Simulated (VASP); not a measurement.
# CuBi2F6 (I4/mmm) in VASP: single point with r2SCAN

Aim: the single point of CuBi2F6 with r2SCAN.

Everything below comes from runs of VASP 6.6.1. Logs are shortened: lines on timing, memory, paths and dates and some standing lists are left out, and cuts for length are marked.

**1. The structure**

Symmetry: I4/mmm, No. 139, tetragonal system. Conventional cell: a = 5.889 Å, b = 5.889 Å, c = 8.323 Å, α = 90.00°, β = 90.00°, γ = 90.00°. F (site symmetry 4mm) has 1 Cu at 1.66 Å as nearest neighbours. F (site symmetry m2m) is surrounded by 1 Cu at 1.64 Å. Around Bi (site symmetry -4m2) lie 12 F at 2.98 Å. Cu (site symmetry 4/mmm) is surrounded by 6 F at 1.64 to 1.66 Å.

The cell was built by a generator and needn't be a form met in nature.

**2. Single point, r2SCAN**

Input file POSCAR:

```
CuBi2F6
1.0
   -2.9446484900      2.9446484900      4.1615287300
    2.9446484900     -2.9446484900      4.1615287300
    2.9446484900      2.9446484900     -4.1615287300
F Bi Cu
6 2 1
Direct
    0.1990000000      0.1990000000      0.0000000000
    0.8010000000      0.8010000000      0.0000000000
    0.1970000000      0.1970000000      0.3940000000
    0.1970000000      0.8030000000      0.0000000000
    0.8030000000      0.8030000000      0.6060000000
    0.8030000000      0.1970000000      0.0000000000
    0.7500000000      0.2500000000      0.5000000000
    0.2500000000      0.7500000000      0.5000000000
    0.0000000000      0.0000000000      0.0000000000
```

Input file INCAR.step1:

```
SYSTEM = CuBi2F6
  PREC = Accurate
  ENCUT = 520
  ISMEAR = -5
  SIGMA = 0.1262
  LREAL = .FALSE.
  LASPH = .TRUE.
  NELM = 80
  LMAXMIX = 4
  GGA = PE
  ALGO = Normal
  EDIFF = 1E-4
  LWAVE = .TRUE.
  LCHARG = .FALSE.
```

Input file INCAR.step2:

```
SYSTEM = CuBi2F6
  PREC = Accurate
  ENCUT = 520
  EDIFF = 1E-6
  ISMEAR = -1
  SIGMA = 0.1262
  LREAL = .FALSE.
  LASPH = .TRUE.
  NELM = 80
  ALGO = Normal
  ISIF = 2
  LWAVE = .FALSE.
  LCHARG = .FALSE.
  LMAXMIX = 4
  METAGGA = R2SCAN
  LMIXTAU = .TRUE.
  LORBIT = 11
  ISTART = 1
```

Input file KPOINTS:

```
regular mesh
0
G
  8 8 8
  0 0 0
```

Potentials or basis: VASP PAW PBE potentials, release 64 (F, Bi_d, Cu).

Launch:

```sh
$ cat potpaw_PBE.64/F/POTCAR potpaw_PBE.64/Bi_d/POTCAR potpaw_PBE.64/Cu/POTCAR > POTCAR
$ cp INCAR.step1 INCAR
$ mpirun -np 1 vasp_std > vasp.out
$ cp INCAR.step2 INCAR
$ mpirun -np 1 vasp_std > vasp.out
```

OUTCAR:

```text
SYSTEM = CuBi2F6
   PREC = Accurate
   ENCUT = 520
   EDIFF = 1E-6
   ISMEAR = -1
   LREAL = .FALSE.
   LASPH = .TRUE.
   NELM = 80
   ISIF = 2
   METAGGA = R2SCAN
   LORBIT = 11
   ISTART = 1

 ion  position               nearest neighbor table
   1  0.199  0.199  0.000-   9 1.66
   2  0.801  0.801  0.000-   9 1.66
   3  0.197  0.197  0.394-   9 1.64
   4  0.197  0.803  0.000-   9 1.64
   5  0.803  0.803  0.606-   9 1.64
   6  0.803  0.197  0.000-   9 1.64
   7  0.750  0.250  0.500-
   8  0.250  0.750  0.500-
   9  0.000  0.000  0.000-   3 1.64   5 1.64   4 1.64   6 1.64   1 1.66   2 1.66

  LATTYP: Found a body centered tetragonal cell.
 ALAT       =     5.8892969800
 C/A-ratio  =     1.4132514438

  Lattice vectors:

 A1 = (  -2.9446484900,   2.9446484900,   4.1615287300)
 A2 = (   2.9446484900,  -2.9446484900,   4.1615287300)
 A3 = (   2.9446484900,   2.9446484900,  -4.1615287300)

Analysis of symmetry for initial positions (statically):
=====================================================================
 Subroutine PRICEL returns:
 Original cell was already a primitive cell.

 Routine SETGRP: Setting up the symmetry group for a
 body centered tetragonal supercell.

 Subroutine GETGRP returns: Found 16 space group operations
 (whereof 16 operations were pure point group operations)
 out of a pool of 16 trial point group operations.

The static configuration has the point symmetry D_4h.

Analysis of symmetry for dynamics (positions and initial velocities):
=====================================================================
 Subroutine PRICEL returns:
 Original cell was already a primitive cell.

 Routine SETGRP: Setting up the symmetry group for a
 body centered tetragonal supercell.

 Subroutine GETGRP returns: Found 16 space group operations
 (whereof 16 operations were pure point group operations)
 out of a pool of 16 trial point group operations.

The dynamic configuration has the point symmetry D_4h.

 Subroutine INISYM returns: Found 16 space group operations
 (whereof 16 operations are pure point group operations),
 and found     1 'primitive' translations

----------------------------------------------------------------------------------------

                                     Primitive cell

  volume of cell :     144.3377

  direct lattice vectors                    reciprocal lattice vectors
    -2.944648490  2.944648490  4.161528730     0.000000000  0.169799554  0.120148155
     2.944648490 -2.944648490  4.161528730     0.169799554  0.000000000  0.120148155
     2.944648490  2.944648490 -4.161528730     0.169799554  0.169799554  0.000000000

  length of vectors
     5.887294016  5.887294016  5.887294016     0.208008336  0.208008336  0.240132832

  position of ions in fractional coordinates (direct lattice)
     0.199000000  0.199000000  0.000000000
     0.801000000  0.801000000  0.000000000
     0.197000000  0.197000000  0.394000000
     0.197000000  0.803000000  0.000000000
     0.803000000  0.803000000  0.606000000
     0.803000000  0.197000000  0.000000000
     0.750000000  0.250000000  0.500000000
     0.250000000  0.750000000  0.500000000
     0.000000000  0.000000000  0.000000000

  ion indices of the primitive-cell ions
   primitive index   ion index
                 1           1
                 2           2
                 3           3
                 4           4
                 5           5
                 6           6
                 7           7
                 8           8
                 9           9

----------------------------------------------------------------------------------------

 KPOINTS: regular mesh

Automatic generation of k-mesh.
 Grid dimensions read from file:
 generate k-points for:    8    8    8

 Generating k-lattice:

  Cartesian coordinates                     Fractional coordinates (reciprocal lattice)
     0.000000000  0.021224944  0.015018519     0.125000000  0.000000000  0.000000000
     0.021224944  0.000000000  0.015018519     0.000000000  0.125000000  0.000000000
     0.021224944  0.021224944  0.000000000     0.000000000  0.000000000  0.125000000

  Length of vectors
     0.026001042  0.026001042  0.030016604

  Shift w.r.t. Gamma in fractional coordinates (k-lattice)
     0.000000000  0.000000000  0.000000000

 Subroutine IBZKPT returns following result:
 ===========================================

 Found     59 irreducible k-points:

 Following reciprocal coordinates:
            Coordinates               Weight
  0.000000  0.000000  0.000000      1.000000
  0.125000  0.000000  0.000000      8.000000
  0.250000  0.000000  0.000000      8.000000
  0.375000  0.000000 -0.000000      8.000000
  0.500000  0.000000  0.000000      4.000000
  0.125000  0.125000  0.000000      8.000000
[... 16 lines left out ...]
  0.250000  0.125000  0.125000     16.000000
  0.375000  0.125000  0.125000      8.000000
 [... further k-points ...]
   k-points           NKPTS =     59   k-points in BZ     NKDIM =     59   number of bands    NBANDS=     49
   number of dos      NEDOS =    301   number of ions     NIONS =      9
   total plane-waves  NPLWV = 110592
   dimension x,y,z NGX =    48 NGY =   48 NGZ =   48
   dimension x,y,z NGXF=    96 NGYF=   96 NGZF=   96
   ions per type =               6   2   1
   NGX,Y,Z   is equivalent  to a cutoff of  13.55, 13.55, 13.55 a.u.
   NGXF,Y,Z  is equivalent  to a cutoff of  27.11, 27.11, 27.11 a.u.
 SYSTEM =  CuBi2F6
   PREC   = accura    normal or accurate (medium, high low for compatibility)
   ISTART =      1    job   : 0-new  1-cont  2-samecut
   ICHARG =      0    charge: 1-file 2-atom 10-const
   ISPIN  =      1    spin polarized calculation?
   LNONCOLLINEAR =      F non collinear calculations
   LSORBIT =      F    spin-orbit coupling
   LASPH  =      T    aspherical Exc in radial PAW
   ENCUT  =  520.0 eV  38.22 Ry    6.18 a.u.  10.95 10.95 10.95*2*pi/ulx,y,z
   NELM   =     80;   NELMIN=  2; NELMDL=  0     # of ELM steps
   EDIFF  = 0.1E-05   stopping-criterion for ELM
   LREAL  =      F    real-space projection
   EDIFFG = 0.1E-04   stopping-criterion for IOM
   NSW    =      0    number of steps for IOM
   IBRION =     -1    ionic relax: 0-MD 1-quasi-New 2-CG
   NFREE  =      0    steps in history (QN), initial steepest desc. (CG)
   ISIF   =      2    stress and relaxation
   ISYM   =      2    0-nonsym 1-usesym 2-fastsym
   POTIM  = 0.5000    time-step for ionic-motion
   TEBEG  =    0.0;   TEEND  =   0.0 temperature during run
   PSTRESS=    0.0 pullay stress
   NELECT =      83.0000    total number of electrons
   NUPDOWN=      -1.0000    fix difference up-down
   EMIN   =  10.00;   EMAX   =-10.00  energy-range for DOS
   EFERMI =   0.00;   METHOD = LEGACY
   ISMEAR =    -1;   SIGMA  =   0.13  broadening in eV -4-tet -1-fermi 0-gaus
   EFERMI_NEDOS =   21; number of points for ismear=-14 and -15
   IALGO  =     38    algorithm
   IMIX   =      4    mixing-type and parameters
     AMIX     =   0.40;   BMIX     =  1.00
     AMIX_MAG =   1.60;   BMIX_MAG =  1.00
  volume/ion in A,a.u.               =      16.04       108.23
  Fermi-wavevector in a.u.,A,eV,Ry     =   1.361364  2.572605 25.215839  1.853312
  Thomas-Fermi vector in A             =   2.487946
   LORBIT       =     11    0 simple, 1 ext, 2 COOP (PROOUT), +10 PAW based schemes
   METAGGA = R2SCAN    functional components
   LHFCALC =     F    Hartree Fock is set to
   AEXX    =    0.0000 exact exchange contribution
   IVDW    =     0    specifies the selected vdW correction
   LEPSILON=     F    determine dielectric tensor
   LRPA    =     F    only Hartree local field effects (RPA)
 non-spin polarized calculation
  energy-cutoff  :      520.00
  volume of cell :      144.34
 maximum number of plane-waves:      3916
 NGX is ok and might be reduce to    48

 number of electron      83.0000016 magnetization

 Free energy of the ion-electron system (eV)
  ---------------------------------------------------
  ext. energy  EPLUGINS =         0.00000000
  ---------------------------------------------------
  free energy    TOTEN  =      -153.17794014 eV

  energy without entropy =     -152.76398050  energy(sigma->0) =     -152.97096032

 E-fermi :   4.3977     XC(G=0): -10.1664

 val. band max:        4.3974395404   @ k =   0.1250   0.0000   0.0000
 cond. band min:       4.3993752794   @ k =  -0.3750   0.2500   0.0000
 fundamental gap:      0.0019357389
 Fermi energy:         4.3977496204

 k-point     1 :       0.0000    0.0000    0.0000
  band No.  band energies     occupation
      1     -22.7266      2.00000
      2     -21.6060      2.00000
      3     -21.6060      2.00000
      4     -21.5042      2.00000
      5     -21.4450      2.00000
      6     -21.3665      2.00000
[... 41 lines left out ...]
     48      10.5626      0.00000
     49      11.6693      0.00000

 k-point     2 :       0.1250    0.0000    0.0000
  band No.  band energies     occupation
      1     -22.7234      2.00000
      2     -21.6036      2.00000
      3     -21.6019      2.00000
      4     -21.5003      2.00000
      5     -21.4443      2.00000
      6     -21.3657      2.00000
[... 1136 lines left out ...]
 k-point    24 :       0.3750    0.1250    0.1250
  band No.  band energies     occupation
      1     -22.7005      2.00000
      2     -21.5838      2.00000
      3     -21.5773      2.00000
      4     -21.4685      2.00000
      5     -21.4444      2.00000
      6     -21.3533      2.00000
[... 41 lines left out ...]
     48      11.5362      0.00000
     49      13.6215      0.00000

 [... further k-points ...]

------------------------ aborting loop because EDIFF is reached ----------------------------------------

  FORCE on cell =-STRESS in cart. coord.  units (eV):
  Direction    XX          YY          ZZ          XY          YZ          ZX
  --------------------------------------------------------------------------------------
  -------------------------------------------------------------------------------------
  Total       21.9468894     21.9468894     21.1879396      0.0000000     -0.0000000      0.0000000
  in kB      243.6148455    243.6148455    235.1903513      0.0000000     -0.0000000      0.0000000
  external PRESSURE =     240.8066808 kB  Pullay stress =       0.0000000 kB

 VOLUME and BASIS-vectors are now :
 -----------------------------------------------------------------------------
  energy-cutoff  :      520.00
  volume of cell :      144.34
      direct lattice vectors                 reciprocal lattice vectors
    -2.944648490  2.944648490  4.161528730     0.000000000  0.169799554  0.120148155
     2.944648490 -2.944648490  4.161528730     0.169799554  0.000000000  0.120148155
     2.944648490  2.944648490 -4.161528730     0.169799554  0.169799554  0.000000000

 POSITION                                       TOTAL-FORCE (eV/Angst)
 -----------------------------------------------------------------------------------
      0.00000      0.00000      1.65629         0.000000      0.000000      8.023580
      0.00000      0.00000      6.66677         0.000000     -0.000000     -8.023580
      1.16019      1.16019      0.00000         5.914707      5.914707      0.000000
      1.78446     -1.78446      4.16153        -5.914707      5.914707      0.000000
      1.78446      1.78446      4.16153        -5.914707     -5.914707     -0.000000
     -1.78446      1.78446      4.16153         5.914707     -5.914707      0.000000
      0.00000      2.94465      2.08076         0.000000     -0.000000      0.000000
      2.94465      0.00000      2.08076         0.000000     -0.000000      0.000000
      0.00000      0.00000      0.00000         0.000000      0.000000      0.000000
 -----------------------------------------------------------------------------------
    total drift:                                0.000000     -0.000000      0.000000

  FREE ENERGIE OF THE ION-ELECTRON SYSTEM (eV)
  ---------------------------------------------------
  free  energy   TOTEN  =      -153.1779401370 eV

  energy  without entropy=     -152.7639805037  energy(sigma->0) =     -152.97096032

 total charge

# of ion       s       p       d       tot
------------------------------------------
    1        1.762   4.385   0.000   6.146
    2        1.762   4.385   0.000   6.146
    3        1.762   4.388   0.000   6.151
    4        1.762   4.388   0.000   6.151
    5        1.762   4.388   0.000   6.151
    6        1.762   4.388   0.000   6.151
    7        1.589   0.877   9.900  12.366
    8        1.589   0.877   9.900  12.366
    9        0.614   1.175   9.279  11.067
--------------------------------------------------
tot         14.365  29.251  29.079  72.694
```

It took 21 min on 1 thread of Intel Xeon 6975P-C (Granite Rapids), shared host; peak memory 0.59 GiB.

What came out:

- Free energy: -153.1779 eV
- Pressure: 24.1 GPa
- Largest force: 8.365 eV/Å
- Band gap on the k mesh: none (metal or under the smearing width)
- Valence electrons inside the program's atomic spheres: F 6.15; Bi 12.37; Cu 11.07

Forces on the atoms (eV/Å):
```
F    0.000  0.000  8.024
F    0.000  0.000 -8.024
F    5.915  5.915  0.000
F   -5.915  5.915  0.000
F   -5.915 -5.915  0.000
F    5.915 -5.915  0.000
Bi   0.000  0.000  0.000
Bi   0.000  0.000  0.000
Cu   0.000  0.000  0.000
```

Levels at points of the mesh, in eV from the Fermi level:
```
           k point  band 37  band 38  band 39  band 40  band 41  band 42  band 43  band 44  band 45  band 46
(0.00, 0.00, 0.00)    -3.95    -3.90    -3.90     0.03     0.08     0.60     0.63     0.63     1.52     1.53
(0.50, 0.00, 0.00)    -3.65    -3.62    -3.30    -0.24    -0.22    -0.17    -0.12     0.72     0.74     0.83
(0.50, 0.50, 0.00)    -3.45    -3.41    -3.30    -1.61    -0.11    -0.10     0.04     0.10     0.95     1.33
(0.50, 0.50, 0.50)    -3.40    -3.40    -3.34    -1.62    -0.08    -0.08     0.06     0.09     0.95     1.34
```

Caveat: so large a pressure means that the cell lies far from this level's equilibrium, or that cutoff or potentials fall short; the potentials were made for another functional, which shifts forces and pressure; spin-orbit coupling is left out, which moves the levels of the heavy elements; an odd number of electrons without spin polarisation forces a metal; a magnetic or distorted state may lie lower; the run has no spin polarisation, though such a crystal can be magnetic; semilocal functionals often make such compounds metallic where correlation or magnetic order opens a gap, which also shifts bond lengths.
